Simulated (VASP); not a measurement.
# ZnCu: structure and properties in VASP, part 3 of 4

Aim: relax ZnCu, then compute properties on the relaxed cell. The start is a cell from a database of measured crystal structures.

VASP 6.6.1; PBEsol; plane waves and PAW (Zn, Cu).

Still holding for the runs below: This run has no spin polarisation. Its electron count is odd, so without a moment it is a metal by construction.

So far. Step 5 (Bands along the symmetry lines (PBEsol)): Of the bands kept, 2 cross the Fermi level on this path. The relaxed cell has a = 2.907 Å (conventional setting).

## 6. Total and projected DOS (PBEsol)

Here the states are counted by energy and projected on the atoms. The mesh is finer than in the run before.

Input file INCAR:

```
SYSTEM = ZnCu
PREC = Accurate
ENCUT = 400
EDIFF = 1E-06
NELM = 100
ISMEAR = -5
SIGMA = 0.2
LREAL = .FALSE.
ALGO = Normal
GGA = PS
NBANDS = 23
LASPH = .TRUE.
LORBIT = 11
LWAVE = .FALSE.
LCHARG = .FALSE.
KPAR = 2
NEDOS = 2001
```

Input file POSCAR:

```
ZnCu
1.0
    2.9072599614      0.0000000000      0.0000000000
    0.0000000000      2.9072599614      0.0000000000
    0.0000000000      0.0000000000      2.9072599614
Zn Cu
1 1
Direct
    0.5000000000      0.5000000000      0.5000000000
    0.0000000000      0.0000000000      0.0000000000
```

Input file KPOINTS:

```
Automatic mesh
0
Gamma
10 10 10
0 0 0
```

The projector-augmented-wave data sets are Zn and Cu (PBE family, release 64).

On the command line:

```console
$ mpirun -np 2 vasp_std
```

What it wrote:

```text
[... set-up lines as in an earlier step ...]
 entering main loop
       N       E                     dE             d eps       ncg     rms          rms(c)
DAV:   1     0.113494069642E+03    0.11349E+03   -0.86974E+03  2972   0.139E+03
DAV:   2    -0.114918166953E+00   -0.11361E+03   -0.10618E+03  2639   0.256E+02
DAV:   3    -0.738810332444E+01   -0.72732E+01   -0.71961E+01  3066   0.699E+01
DAV:   4    -0.744342887280E+01   -0.55326E-01   -0.55310E-01  2891   0.584E+00
DAV:   5    -0.744403347347E+01   -0.60460E-03   -0.60427E-03  3038   0.633E-01    0.106E+01
DAV:   6    -0.724717499800E+01    0.19686E+00   -0.13637E+01  2989   0.788E+01    0.664E+00
DAV:   7    -0.610988989751E+01    0.11373E+01   -0.27434E+00  3083   0.822E+01    0.234E+00
DAV:   8    -0.610214543922E+01    0.77445E-02   -0.96491E-02  3609   0.342E+00    0.128E+00
DAV:   9    -0.609266255226E+01    0.94829E-02   -0.66198E-03  3605   0.155E+00    0.739E-02
DAV:  10    -0.609262561841E+01    0.36934E-04   -0.57189E-04  3921   0.486E-01    0.415E-02
DAV:  11    -0.609261173941E+01    0.13879E-04   -0.61114E-05  3911   0.193E-01    0.764E-03
DAV:  12    -0.609261376656E+01   -0.20271E-05   -0.36690E-06  2740   0.365E-02    0.816E-04
DAV:  13    -0.609261359136E+01    0.17520E-06   -0.23196E-07  1736   0.508E-03
   1 F= -.60926136E+01 E0= -.60926136E+01  d E =0.000000E+00
 -----------------------------------------------------------------------------
|                                                                             |
|           W    W    AA    RRRRR   N    N  II  N    N   GGGG   !!!           |
|           W    W   A  A   R    R  NN   N  II  NN   N  G    G  !!!           |
|           W    W  A    A  R    R  N N  N  II  N N  N  G       !!!           |
|           W WW W  AAAAAA  RRRRR   N  N N  II  N  N N  G  GGG   !            |
|           WW  WW  A    A  R   R   N   NN  II  N   NN  G    G                |
|           W    W  A    A  R    R  N    N  II  N    N   GGGG   !!!           |
|                                                                             |
|     Tetrahedron method does not include variations of the Fermi             |
|     occupations, so forces and stress will be inaccurate. We suggest        |
|     using a different smearing scheme ISMEAR = 1 or 2 for metals in         |
|     relaxations.                                                            |
|                                                                             |
 -----------------------------------------------------------------------------
```

Elapsed: 5.2 s, on 2 MPI ranks of Intel Xeon 6975P-C (Granite Rapids), shared host; peak memory 0.26 GiB.

OUTCAR, selected parts (step 6):

```text
   k-points           NKPTS =     56   k-points in BZ     NKDIM =     56   number of bands    NBANDS=     23

   NELECT =      23.0000    total number of electrons

 E-fermi :   5.7360

 k-point     1 :       0.0000    0.0000    0.0000
  band No.  band energies     occupation
    ...
      7       2.0580      2.00000
      8       2.0580      2.00000
      9       2.9435      2.00000
     10       2.9435      2.00000
     11       2.9435      2.00000
     12      12.0676      0.00000
     13      12.0676      0.00000
     14      12.0676      0.00000
     15      17.2478      0.00000
     16      17.2478      0.00000
    ...

  Total       -0.0083086     -0.0083086     -0.0083086     -0.0000000      0.0000000     -0.0000000
  in kB       -0.5417329     -0.5417329     -0.5417329     -0.0000000      0.0000000     -0.0000000
  external PRESSURE =      -0.5417329 kB  Pullay stress =       0.0000000 kB

  FREE ENERGIE OF THE ION-ELECTRON SYSTEM (eV)
  ---------------------------------------------------
  free  energy   TOTEN  =        -6.0926135914 eV

  energy  without entropy=       -6.0926135914  energy(sigma->0) =       -6.09261359

[... 7 parts as in an earlier step ...]

[... 10 further parts left out ...]
```

With tetrahedra the forces and stress of a metal are not exact derivatives of the energy.

This step gave:

```
irreducible k-points   : 56
free energy (TOTEN)    : -6.093 eV
Fermi energy           : 5.736 eV
pressure               : -0.05417 GPa
DOS at the Fermi level : 0.5219 states/eV/cell
```

The density of states has structure finer than the step of the table below, so its rows give means over 0.5 eV, whole bins alone (the curve runs from -12.0 to 7.96 eV). Peaks (eV: height): total -7.73: 12.0, -7.49: 15.6, -7.26: 13.6, -2.86: 12.3; Cu d -3.65: 6.97, -3.26: 8.12, -2.86: 11.4; Zn p -3.96: 0.218, -3.26: 0.136, -0.90: 0.0957, 6.71: 0.162; Zn d -7.73: 10.8, -7.49: 14.2, -7.26: 12.9; Zn s -8.04: 0.189, -7.49: 0.105, -5.06: 0.200, 3.25: 0.126.

States under -12.0 eV and over 8.0 eV are left out. Density of states against energy, zero at the Fermi level; means over each step; values in states/eV/cell:

```csv
energy (eV),total,Cu d,Zn p,Zn d,Zn s,Cu s
-11.0,0,0,0,0,0,0
-10.5,0.0414,0,4.0e-4,4.0e-5,0.0134,0.0103
-10.0,0.126,1.4e-4,0.00236,0.00108,0.0393,0.0299
-9.5,0.187,7.9e-4,0.00545,0.00676,0.0546,0.0408
-9.0,0.273,0.00226,0.00951,0.0294,0.0706,0.0518
-8.5,0.478,0.00673,0.0156,0.139,0.0921,0.0668
-8.0,4.46,0.0988,0.0350,3.55,0.131,0.151
-7.5,11.4,0.237,0.0344,10.5,0.0515,0.0221
-7.0,4.25,0.0610,0.0337,3.85,0.0661,0.0353
-6.5,0.543,0.0435,0.0340,0.217,0.0626,0.0442
-6.0,0.539,0.0795,0.0409,0.136,0.0732,0.0459
-5.5,0.671,0.170,0.0428,0.118,0.107,0.0365
-5.0,1.09,0.447,0.0462,0.154,0.171,0.0178
-4.5,0.817,0.431,0.0561,0.0767,0.0575,0.0227
-4.0,3.07,2.19,0.176,0.163,0.0376,0.0632
-3.5,5.92,5.09,0.119,0.200,0.00944,0.0120
-3.0,7.61,6.94,0.0732,0.198,0.0168,0.0220
-2.5,1.41,1.15,0.0380,0.0441,0.0183,0.0141
-2.0,0.620,0.353,0.0523,0.0244,0.0155,0.0300
-1.5,0.864,0.435,0.0917,0.0312,0.0204,0.0559
-1.0,0.716,0.286,0.0936,0.0325,0.0219,0.0437
-0.5,0.593,0.198,0.0854,0.0309,0.0234,0.0333
0.0,0.518,0.152,0.0796,0.0285,0.0238,0.0259
0.5,0.460,0.115,0.0769,0.0267,0.0219,0.0204
1.0,0.376,0.0816,0.0669,0.0234,0.0174,0.0152
1.5,0.294,0.0569,0.0551,0.0190,0.0125,0.0111
2.0,0.240,0.0472,0.0409,0.0149,0.0209,0.0100
2.5,0.446,0.0941,0.0510,0.0274,0.0854,0.0349
3.0,0.642,0.114,0.0687,0.0478,0.115,0.0743
3.5,0.728,0.111,0.0848,0.0577,0.119,0.0820
4.0,0.743,0.0968,0.0937,0.0632,0.103,0.0807
4.5,0.702,0.0789,0.0911,0.0636,0.0856,0.0762
5.0,0.679,0.0722,0.101,0.0563,0.0823,0.0697
5.5,0.696,0.0727,0.122,0.0523,0.0746,0.0630
6.0,0.693,0.0701,0.131,0.0508,0.0660,0.0600
6.5,0.772,0.0724,0.155,0.0557,0.0636,0.0625
7.0,0.734,0.0649,0.153,0.0542,0.0531,0.0561
7.5,0.720,0.0624,0.152,0.0560,0.0446,0.0564
```

The finer mesh and the other smearing move the Fermi level by -0.17 eV from the 7×7×7 run, one measure of the sampling error in the zero of the bands above. Of the states within 0.3 eV of the Fermi level, the largest shares in the PAW spheres are Cu d 29 %, Zn p 15 % and Zn d 6 %. The rest lies in smaller channels or between the spheres.

## 7. Independent-particle dielectric function (PBEsol)

LOPTICS sums transitions from filled to empty bands. NBANDS is raised for it.

Input file INCAR:

```
SYSTEM = ZnCu
PREC = Accurate
ENCUT = 400
EDIFF = 1E-06
NELM = 100
ISMEAR = 1
SIGMA = 0.2
LREAL = .FALSE.
ALGO = Normal
GGA = PS
NBANDS = 27
LASPH = .TRUE.
LORBIT = 11
LWAVE = .FALSE.
LCHARG = .FALSE.
KPAR = 2
LOPTICS = .TRUE.
NEDOS = 1500
CSHIFT = 0.1
```

POSCAR is that of step 6.

KPOINTS is that of step 6.

On the command line:

```console
$ mpirun -np 2 vasp_std
```

What it wrote:

```text
[... set-up lines as in an earlier step ...]
 entering main loop
       N       E                     dE             d eps       ncg     rms          rms(c)
DAV:   1     0.122647026005E+03    0.12265E+03   -0.81030E+03  3590   0.119E+03
DAV:   2     0.182249444404E+01   -0.12082E+03   -0.11129E+03  3049   0.235E+02
DAV:   3    -0.735618828196E+01   -0.91787E+01   -0.89883E+01  3416   0.662E+01
DAV:   4    -0.743748759292E+01   -0.81299E-01   -0.81245E-01  3594   0.615E+00
DAV:   5    -0.743809951637E+01   -0.61192E-03   -0.61189E-03  3512   0.534E-01    0.106E+01
DAV:   6    -0.724519618088E+01    0.19290E+00   -0.11901E+01  3505   0.671E+01    0.666E+00
DAV:   7    -0.610703438768E+01    0.11382E+01   -0.23381E+00  3694   0.698E+01    0.230E+00
DAV:   8    -0.609696711633E+01    0.10067E-01   -0.65877E-02  4342   0.269E+00    0.125E+00
DAV:   9    -0.608762404241E+01    0.93431E-02   -0.49893E-03  4480   0.120E+00    0.810E-02
DAV:  10    -0.608751733067E+01    0.10671E-03   -0.50989E-04  4696   0.448E-01    0.370E-02
DAV:  11    -0.608751556479E+01    0.17659E-05   -0.52011E-05  4645   0.152E-01    0.774E-03
DAV:  12    -0.608751438536E+01    0.11794E-05   -0.35144E-06  3098   0.317E-02    0.941E-04
DAV:  13    -0.608751431021E+01    0.75145E-07   -0.15840E-07  2102   0.418E-03
   1 F= -.60875143E+01 E0= -.60870018E+01  d E =-.153762E-02
 optical routines
 imaginary and real dielectric function
 recalculating local potential from charge density
 direction            1
 direction            2
 direction            3
```

Elapsed: 6.2 s, on 2 MPI ranks; peak memory 0.31 GiB; 11 s of CPU time.

OUTCAR, selected parts (step 7):

```text
   k-points           NKPTS =     56   k-points in BZ     NKDIM =     56   number of bands    NBANDS=     27

   NELECT =      23.0000    total number of electrons

 E-fermi :   5.8628

 k-point     1 :       0.0000    0.0000    0.0000
  band No.  band energies     occupation
    ...
      7       2.0582      2.00000
      8       2.0582      2.00000
      9       2.9442      2.00000
     10       2.9442      2.00000
     11       2.9442      2.00000
     12      12.0679      0.00000
     13      12.0679      0.00000
     14      12.0679      0.00000
     15      17.2483      0.00000
     16      17.2483      0.00000
    ...

  Total        0.0190138      0.0190138      0.0190138     -0.0000000     -0.0000000      0.0000000
  in kB        1.2397321      1.2397321      1.2397321     -0.0000000     -0.0000000      0.0000000
  external PRESSURE =       1.2397321 kB  Pullay stress =       0.0000000 kB

  FREE ENERGIE OF THE ION-ELECTRON SYSTEM (eV)
  ---------------------------------------------------
  free  energy   TOTEN  =        -6.0875143102 eV

  energy  without entropy=       -6.0859766933  energy(sigma->0) =       -6.08700177

 plasma frequency squared (from intraband transitions) (eV^2)
  --------------------------------------------------------------------------------------
     152.968      -0.000       0.000
      -0.000     152.968       0.000
      -0.000      -0.000     152.968

[... 8 parts as in an earlier step ...]

[... 9 further parts left out ...]
```

These are independent-particle spectra without excitons or local fields, and fine structure depends on the mesh and on CSHIFT. The intraband (Drude) part is not in this spectrum.

Numbers from this step:

```
bands                   : 27
free energy (TOTEN)     : -6.088 eV
energy at zero smearing : -6.087 eV
Fermi energy            : 5.863 eV
pressure                : 0.1240 GPa
```

The imaginary dielectric function, xx has structure finer than the step of the table below, so its rows give means over 1 eV, whole bins alone (the curve runs from 0 to 25.0 eV). Peaks (eV: height): 0.2: 453.

The imaginary dielectric function, xx by photon energy; means over each step:

```csv
photon energy (eV),"imaginary dielectric function, xx"
1,4.76
2,2.15
3,9.80
4,10.0
5,4.84
6,3.48
7,3.91
8,2.56
9,2.03
10,2.16
11,1.42
12,1.30
13,1.26
14,0.910
15,0.925
16,0.902
17,0.867
18,0.857
19,0.851
20,0.708
21,0.601
22,0.608
23,0.521
24,0.500
```

The real dielectric function, xx by photon energy:

photon energy (eV), real dielectric function, xx and a bar from the least value:
```
        0        616 ##############################
        1         -8 
        2          7 #
        3          4 #
        4          2 
        5         -2 
        6          1 
        7         -1 
        8         -1 
        9          0 
       10          0 
       11          0 
       12          0 
       13          0 
       14          0 
       15          1 
       16          0 
       17          0 
       18          0 
       19          1 
       20          0 
       21          0 
       22          0 
       23          1 
       24          1
```

(Part 3 of 4 ends here.)

[Lines on the potential files, build, host, timing and source positions are cut from VASP's logs without a mark.]

[Logs are printed without paths, hosts, clocks, repeated set-up lines and the standing remarks that a program may print on its own settings, such as how far it seeks lower states.]

[Hosts, paths, dates, database ids (printed as entryN), source tags and the programs' standing remarks are cut or masked in the printed files.]

[A measured line is paired with the nearest computed mode of its activity, which favours agreement.]
